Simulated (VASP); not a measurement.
SrO (rock salt) relaxed at rising pressure, in one space group throughout; other phases were not tried. The pressures are those reached. Calculation: PBE GGA, VASP's PBE PAW potentials (set 64) (plane waves; VASP).

```
P (GPa)  V (Å³/atom)  k-mesh
-------  -----------  ------
-0.08         17.625   9×9×9
5.02          16.706   9×9×9
10.00         16.010   9×9×9
19.86         14.973   9×9×9
30.00         14.181   9×9×9
```

A change of mesh leaves a small step in the series.

**Question.** Fit an equation of state and predict the volume at 44.92 GPa.

**Answer.** Least squares on the third-order Birch-Murnaghan form, P = (3B0/2)(y⁷ − y⁵)[1 + (3/4)(B′ − 4)(y² − 1)] with y = (V0/V)^(1/3), gives V0 = 17.608 Å³/atom, B0 = 85 GPa and B′ = 4.5, and so 13.306 Å³/atom. The run gave 13.302 Å³/atom, -0.0 % from the fit.

Pressures at which the relaxation failed are left out.

The compound is SrO in the rock salt structure.
